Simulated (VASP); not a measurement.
GaBi (relaxed from the zincblende structure, space group F-43m): computed properties

Method: LDA (Ceperley-Alder, Perdew-Zunger), VASP's LDA PAW potentials (set 64) (plane waves; VASP 6.6.1).

For GaBi, the space group is F-43m (216) and the cell is a = b = c = 6.2596 Å, α = β = γ = 90.00°. The volume per atom comes out as 30.66 Å³/atom. The band gap (over mesh and band path) comes out as none (metal, semimetal or under 0.01 eV). The density is 7.55 g/cm³.

Space group F-43m (No. 216); a = 6.260 Å, b = 6.260 Å, c = 6.260 Å, α = 90.00°, β = 90.00°, γ = 90.00°

```
atom  site  symmetry       x       y       z
----  ----  --------  ------  ------  ------
Bi      4d      -43m  0.7500  0.7500  0.7500
Ga      4a      -43m  0.0000  0.0000  0.0000
```
(The calculation used a cell of 2 atoms; values per cell refer to that cell.)

Unless said otherwise, spin-orbit coupling is left out, though it shifts the bands of the heavy elements here.

The structure was generated: GaBi was put into the zincblende type (F-43m), which need not be its known phase. It was relaxed first, which changed the volume by -8 %. Symmetry was kept, so distortions that lower it aren't found.
